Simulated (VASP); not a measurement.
# TaTlH4 (F-43m) in VASP: a series of runs

The runs below take TaTlH4 through single point, relaxation of cell and atoms, with PBE.

All numbers are computed with VASP 6.6.1; they aren't measurements. Logs are shortened: lines on timing, memory, paths and dates and some standing lists are left out, and cuts for length are marked.

### 1 The cell of the first run

Symmetry: F-43m, No. 216, cubic system. Conventional cell: a = 6.292 Å, b = 6.292 Å, c = 6.292 Å, α = 90.00°, β = 90.00°, γ = 90.00°. Around Ta (site symmetry -43m) lie 12 H at 2.58 Å and 4 Tl at 2.72 Å. Tl (site symmetry -43m) has 12 H at 2.66 Å and 4 Ta at 2.72 Å as nearest neighbours. H (site symmetry 3m) is surrounded by 3 H at 1.87 Å.

The cell was built by a generator and needn't be a form met in nature.

### 2 Single point, PBE (species swapped into the CeMnNi4 type (F-43m, No. 216))

INCAR reads:

```
  PREC = Accurate
  ENCUT = 520
  EDIFF = 1E-6
  ISMEAR = 0
  SIGMA = 0.1
  LREAL = False
  LASPH = True
  NELM = 100
  ALGO = Normal
  ISIF = 2
  LWAVE = False
  LCHARG = False
  GGA = PE
  NBANDS = 23
```

KPOINTS reads:

```
regular mesh
0
Gamma
  10 10 10
```

POSCAR reads:

```
TaTlH4
1.0
    0.0000000000      3.1461783441      3.1461783441
    3.1461783441      0.0000000000      3.1461783441
    3.1461783441      3.1461783441      0.0000000000
Ta Tl H
1 1 4
Direct
    0.7500000000      0.7500000000      0.7500000000
    0.0000000000      0.0000000000      0.0000000000
    0.3951643032      0.3951643032      0.3951643032
    0.8145070903      0.3951643032      0.3951643032
    0.3951643032      0.3951643032      0.8145070903
    0.3951643032      0.8145070903      0.3951643032
```

Potentials or basis: VASP PAW PBE potentials, release 64 (Ta_pv, Tl_d, H).

On the command line:

```sh
$ cat potpaw_PBE.64/Ta_pv/POTCAR potpaw_PBE.64/Tl_d/POTCAR potpaw_PBE.64/H/POTCAR > POTCAR
$ mpirun -np 1 vasp_std > vasp.out
```

OUTCAR:

```text
PREC = Accurate
   ENCUT = 520
   EDIFF = 1E-6
   ISMEAR = 0
   LREAL = False
   LASPH = True
   NELM = 100
   ISIF = 2
   GGA = PE

 ion  position               nearest neighbor table
   1  0.750  0.750  0.750-   2 2.72   2 2.72   2 2.72   2 2.72
   2  0.000  0.000  0.000-   1 2.72   1 2.72   1 2.72   1 2.72
   3  0.395  0.395  0.395-
   4  0.815  0.395  0.395-
   5  0.395  0.395  0.815-
   6  0.395  0.815  0.395-

  LATTYP: Found a face centered cubic cell.
 ALAT       =     6.2923566882

  Lattice vectors:

 A1 = (   0.0000000000,   3.1461783441,   3.1461783441)
 A2 = (   3.1461783441,   0.0000000000,   3.1461783441)
 A3 = (   3.1461783441,   3.1461783441,   0.0000000000)

Analysis of symmetry for initial positions (statically):
=====================================================================
 Subroutine PRICEL returns:
 Original cell was already a primitive cell.

 Routine SETGRP: Setting up the symmetry group for a
 face centered cubic supercell.

 Subroutine GETGRP returns: Found 24 space group operations
 (whereof 24 operations were pure point group operations)
 out of a pool of 48 trial point group operations.

The static configuration has the point symmetry T_d .

Analysis of symmetry for dynamics (positions and initial velocities):
=====================================================================
 Subroutine PRICEL returns:
 Original cell was already a primitive cell.

 Routine SETGRP: Setting up the symmetry group for a
 face centered cubic supercell.

 Subroutine GETGRP returns: Found 24 space group operations
 (whereof 24 operations were pure point group operations)
 out of a pool of 48 trial point group operations.

The dynamic configuration has the point symmetry T_d .

 Subroutine INISYM returns: Found 24 space group operations
 (whereof 24 operations are pure point group operations),
 and found     1 'primitive' translations

----------------------------------------------------------------------------------------

                                     Primitive cell

  volume of cell :      62.2845

  direct lattice vectors                    reciprocal lattice vectors
     0.000000000  3.146178344  3.146178344    -0.158922968  0.158922968  0.158922968
     3.146178344  0.000000000  3.146178344     0.158922968 -0.158922968  0.158922968
     3.146178344  3.146178344  0.000000000     0.158922968  0.158922968 -0.158922968

  length of vectors
     4.449368084  4.449368084  4.449368084     0.275262655  0.275262655  0.275262655

  position of ions in fractional coordinates (direct lattice)
     0.750000000  0.750000000  0.750000000
     0.000000000  0.000000000  0.000000000
     0.395164303  0.395164303  0.395164303
     0.814507090  0.395164303  0.395164303
     0.395164303  0.395164303  0.814507090
     0.395164303  0.814507090  0.395164303

  ion indices of the primitive-cell ions
   primitive index   ion index
                 1           1
                 2           2
                 3           3
                 4           4
                 5           5
                 6           6

----------------------------------------------------------------------------------------

 KPOINTS: regular mesh

Automatic generation of k-mesh.
 Grid dimensions read from file:
 generate k-points for:   10   10   10

 Generating k-lattice:

  Cartesian coordinates                     Fractional coordinates (reciprocal lattice)
    -0.015892297  0.015892297  0.015892297     0.100000000  0.000000000  0.000000000
     0.015892297 -0.015892297  0.015892297     0.000000000  0.100000000  0.000000000
     0.015892297  0.015892297 -0.015892297     0.000000000  0.000000000  0.100000000

  Length of vectors
     0.027526265  0.027526265  0.027526265

  Shift w.r.t. Gamma in fractional coordinates (k-lattice)
     0.000000000  0.000000000  0.000000000

 Subroutine IBZKPT returns following result:
 ===========================================

 Found     47 irreducible k-points:

 Following reciprocal coordinates:
            Coordinates               Weight
  0.000000  0.000000  0.000000      1.000000
  0.100000  0.000000  0.000000      8.000000
  0.200000  0.000000  0.000000      8.000000
  0.300000  0.000000  0.000000      8.000000
  0.400000  0.000000  0.000000      8.000000
  0.500000  0.000000  0.000000      4.000000
[... 16 lines left out ...]
  0.300000  0.300000  0.000000      6.000000
  0.400000  0.300000  0.000000     24.000000
 [... further k-points ...]
   k-points           NKPTS =     47   k-points in BZ     NKDIM =     47   number of bands    NBANDS=     23
   number of dos      NEDOS =    301   number of ions     NIONS =      6
   total plane-waves  NPLWV =  46656
   dimension x,y,z NGX =    36 NGY =   36 NGZ =   36
   dimension x,y,z NGXF=    72 NGYF=   72 NGZF=   72
   ions per type =               1   1   4
   NGX,Y,Z   is equivalent  to a cutoff of  13.45, 13.45, 13.45 a.u.
   NGXF,Y,Z  is equivalent  to a cutoff of  26.90, 26.90, 26.90 a.u.
 SYSTEM =  unknown system
   PREC   = accura    normal or accurate (medium, high low for compatibility)
   ISTART =      0    job   : 0-new  1-cont  2-samecut
   ICHARG =      2    charge: 1-file 2-atom 10-const
   ISPIN  =      1    spin polarized calculation?
   LNONCOLLINEAR =      F non collinear calculations
   LSORBIT =      F    spin-orbit coupling
   LASPH  =      T    aspherical Exc in radial PAW
   ENCUT  =  520.0 eV  38.22 Ry    6.18 a.u.   8.27  8.27  8.27*2*pi/ulx,y,z
   NELM   =    100;   NELMIN=  2; NELMDL= -5     # of ELM steps
   EDIFF  = 0.1E-05   stopping-criterion for ELM
   LREAL  =      F    real-space projection
   EDIFFG = 0.1E-04   stopping-criterion for IOM
   NSW    =      0    number of steps for IOM
   IBRION =     -1    ionic relax: 0-MD 1-quasi-New 2-CG
   NFREE  =      0    steps in history (QN), initial steepest desc. (CG)
   ISIF   =      2    stress and relaxation
   ISYM   =      2    0-nonsym 1-usesym 2-fastsym
   POTIM  = 0.5000    time-step for ionic-motion
   TEBEG  =    0.0;   TEEND  =   0.0 temperature during run
   PSTRESS=    0.0 pullay stress
   NELECT =      28.0000    total number of electrons
   NUPDOWN=      -1.0000    fix difference up-down
   EMIN   =  10.00;   EMAX   =-10.00  energy-range for DOS
   EFERMI =   0.00;   METHOD = LEGACY
   ISMEAR =     0;   SIGMA  =   0.10  broadening in eV -4-tet -1-fermi 0-gaus
   EFERMI_NEDOS =   21; number of points for ismear=-14 and -15
   IALGO  =     38    algorithm
   IMIX   =      4    mixing-type and parameters
     AMIX     =   0.40;   BMIX     =  1.00
     AMIX_MAG =   1.60;   BMIX_MAG =  1.00
  volume/ion in A,a.u.               =      10.38        70.05
  Fermi-wavevector in a.u.,A,eV,Ry     =   1.254106  2.369916 21.398989  1.572781
  Thomas-Fermi vector in A             =   2.387927
   LORBIT       =      0    0 simple, 1 ext, 2 COOP (PROOUT), +10 PAW based schemes
   GGA     = PE    functional components
   LHFCALC =     F    Hartree Fock is set to
   AEXX    =    0.0000 exact exchange contribution
   IVDW    =     0    specifies the selected vdW correction
   LEPSILON=     F    determine dielectric tensor
   LRPA    =     F    only Hartree local field effects (RPA)
 non-spin polarized calculation
 Gauss-broadening in eV      SIGMA  =   0.10
  energy-cutoff  :      520.00
  volume of cell :       62.28
 maximum number of plane-waves:      1701
 NGX is ok and might be reduce to    36
   NGX = 17   NGY = 17   NGZ = 17

 number of electron      27.9999998 magnetization

 Free energy of the ion-electron system (eV)
  ---------------------------------------------------
  ext. energy  EPLUGINS =         0.00000000
  ---------------------------------------------------
  free energy    TOTEN  =       -20.07310184 eV

  energy without entropy =      -20.05051298  energy(sigma->0) =      -20.06180741

 E-fermi :   5.2526     XC(G=0): -10.8997

 val. band max:        5.2521217611   @ k =  -0.2000   0.1000   0.0000
 cond. band min:       5.2642844475   @ k =  -0.3000   0.5000   0.2000
 fundamental gap:      0.0121626864
 Fermi energy:         5.2526001972

 k-point     1 :       0.0000    0.0000    0.0000
  band No.  band energies     occupation
      1     -30.3906      2.00000
      2     -30.3906      2.00000
      3     -30.3906      2.00000
      4      -6.8310      2.00000
      5      -6.8310      2.00000
      6      -6.8310      2.00000
[... 15 lines left out ...]
     22      12.0738      0.00000
     23      12.8801      0.00000

 k-point     2 :       0.1000    0.0000    0.0000
  band No.  band energies     occupation
      1     -30.3917      2.00000
      2     -30.3907      2.00000
      3     -30.3907      2.00000
      4      -6.8400      2.00000
      5      -6.8358      2.00000
      6      -6.8358      2.00000
[... 15 lines left out ...]
     22      12.1085      0.00000
     23      13.3796      0.00000

 k-point     3 :       0.2000    0.0000    0.0000
  band No.  band energies     occupation
      1     -30.3947      2.00000
      2     -30.3909      2.00000
      3     -30.3909      2.00000
      4      -6.8656      2.00000
      5      -6.8422      2.00000
      6      -6.8422      2.00000
[... 15 lines left out ...]
     22      12.4963      0.00000
     23      13.9967      0.00000
[... 495 lines left out ...]
 k-point    23 :       0.3000    0.3000    0.0000
  band No.  band energies     occupation
      1     -30.3991      2.00000
      2     -30.3922      2.00000
      3     -30.3922      2.00000
      4      -6.9643      2.00000
      5      -6.8124      2.00000
      6      -6.8124      2.00000
[... 15 lines left out ...]
     22      13.2369      0.00000
     23      16.4455      0.00000

 k-point    24 :       0.4000    0.3000    0.0000
  band No.  band energies     occupation
      1     -30.4007      2.00000
      2     -30.3929      2.00000
      3     -30.3924      2.00000
      4      -6.9687      2.00000
      5      -6.8482      2.00000
      6      -6.8107      2.00000
[... 15 lines left out ...]
     22      13.7855      0.00000
     23      16.3746      0.00000

 [... further k-points ...]
[... 5 lines left out ...]
  --------------------------------------------------------------------------------------
  -------------------------------------------------------------------------------------
  Total       -0.0326000     -0.0326000     -0.0326000      0.0000000      0.0000000      0.0000000
  in kB       -0.8385881     -0.8385881     -0.8385881      0.0000000      0.0000000      0.0000000
  external PRESSURE =      -0.8385881 kB  Pullay stress =       0.0000000 kB

 VOLUME and BASIS-vectors are now :
 -----------------------------------------------------------------------------
  energy-cutoff  :      520.00
  volume of cell :       62.28
      direct lattice vectors                 reciprocal lattice vectors
     0.000000000  3.146178344  3.146178344    -0.158922968  0.158922968  0.158922968
     3.146178344  0.000000000  3.146178344     0.158922968 -0.158922968  0.158922968
     3.146178344  3.146178344  0.000000000     0.158922968  0.158922968 -0.158922968

 POSITION                                       TOTAL-FORCE (eV/Angst)
 -----------------------------------------------------------------------------------
      4.71927      4.71927      4.71927        -0.000000     -0.000000     -0.000000
      0.00000      0.00000      0.00000        -0.000000     -0.000000     -0.000000
      2.48651      2.48651      2.48651        -0.000143     -0.000143     -0.000143
      2.48651      3.80584      3.80584        -0.000143      0.000143      0.000143
      3.80584      3.80584      2.48651         0.000143      0.000143     -0.000143
      3.80584      2.48651      3.80584         0.000143     -0.000143      0.000143
 -----------------------------------------------------------------------------------
    total drift:                                0.000000      0.000000      0.000000

  FREE ENERGIE OF THE ION-ELECTRON SYSTEM (eV)
  ---------------------------------------------------
  free  energy   TOTEN  =       -20.0731018424 eV

  energy  without entropy=      -20.0505129840  energy(sigma->0) =      -20.06180741
```

Run time: 30 s. Hardware: 1 thread of Intel Xeon 6975P-C (Granite Rapids), shared host; peak memory 0.24 GiB.

What came out:

```yaml
Free_energy: -20.0731 eV
Pressure: -0.1 GPa
Band_gap_on_the_k_mesh: none (metal or under the smearing width)
```

(Part 1 of 2 ends here.)
